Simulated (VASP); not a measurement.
VASP runs on AuZn (CsCl type) share one base input (PBE GGA, plane waves, VASP's PBE PAW potentials (set 64)) and change the settings named in each case.

INCAR:
```
EDIFF  =  1E-6   ! SCF stop (eV)
ISMEAR  =  1   ! Methfessel-Paxton
GGA  =  PE
SYSTEM  =  AuZn
LREAL  =  .FALSE.   ! projection in real space or not
NELM  =  100   ! most electronic steps
LWAVE  =  .FALSE.
ENCUT  =  400
ISIF  =  2   ! forces and stress, cell fixed
LMAXMIX  =  6   ! l cut-off of mixed one-centre charges
LCHARG  =  .FALSE.
ALGO  =  Normal
LASPH  =  .TRUE.   ! aspherical one-centre terms
PREC  =  Accurate
SIGMA  =  0.1   ! width (eV)
```

File POSCAR:
```
AuZn
3.2130
  1.0000000000   0.0000000000   0.0000000000
  0.0000000000   1.0000000000   0.0000000000
  0.0000000000   0.0000000000   1.0000000000
Zn Au
1 1
Direct
  0.5000000000   0.5000000000   0.5000000000
  0.0000000000   0.0000000000   0.0000000000
```

KPOINTS:
```
Automatic mesh
0
Gamma
10 10 10
0 0 0
```

POTCAR, in this order: Zn Au (PBE.64 set). Program: vasp_std.

```
change                                                                              E(σ→0) (eV/atom)  pressure (GPa)  −TS (eV)
----------------------------------------------------------------------------------  ----------------  --------------  --------
base run                                                                                     -2.3707           -3.14   -0.0005
LDAU = .TRUE., LDAUJ = 0 0, LDAUL = 2 -1, LDAUTYPE = 2, LDAUU = 1.0 0                        -2.3181           -3.44   -0.0006
LDAU = .TRUE., LDAUJ = 0 0, LDAUL = 2 -1, LDAUTYPE = 2, LDAUU = 2.0 0                        -2.2696               …         …
LDAU = .TRUE., LDAUJ = 0 0, LDAUL = 2 -1, LDAUTYPE = 2, LDAUU = 3.0 0                        -2.2252           -4.16   -0.0008
LDAU = .TRUE., LDAUJ = 0 0, LDAUL = 2 -1, LDAUTYPE = 2, LDAUU = 4.0 0                        -2.1848           -4.57   -0.0009
LDAU = .TRUE., LDAUJ = 0 0, LDAUL = 2 -1, LDAUTYPE = 2, LDAUU = 5.0 0                        -2.1484           -5.00   -0.0009
LDAU = .TRUE., LDAUJ = 0 0, LDAUL = 2 -1, LDAUTYPE = 2, LDAUU = 6.0 0                        -2.1162           -5.49   -0.0009
LDAU = .TRUE., LDAUJ = 0 0, LDAUL = 2 -1, LDAUTYPE = 2, LDAUU = 8.0 0                        -2.0642           -6.56   -0.0009
LDAU = .TRUE., LDAUJ = 0 0, LDAUL = 2 -1, LDAUTYPE = 2, LDAUU = 5.0 0, LMAXMIX = 2           -2.1484           -5.01   -0.0009
```

### Question
Some entries are withheld; supply them.

### Answer

- LDAU = .TRUE., LDAUJ = 0 0, LDAUL = 2 -1, LDAUTYPE = 2, LDAUU = 2.0 0, pressure (GPa): -3.81
- LDAU = .TRUE., LDAUJ = 0 0, LDAUL = 2 -1, LDAUTYPE = 2, LDAUU = 2.0 0, −TS (eV): -0.0007

Energies of different potentials or functionals have different zeros. Unless said otherwise, spin-orbit coupling is left out, though it shifts the bands of the heavy elements here.

Left out are runs that ran out of time, are held back, or changed the cell or the kind of run, fixed moments of cells without a moment, rows past the twelfth, gaps on odd meshes, pressures of charged cells and columns that move by less than the noise.

The compound is AuZn in the CsCl type structure. The cell was not relaxed at this level. The electron count is odd and the run is not spin-polarised, which forces a metal.
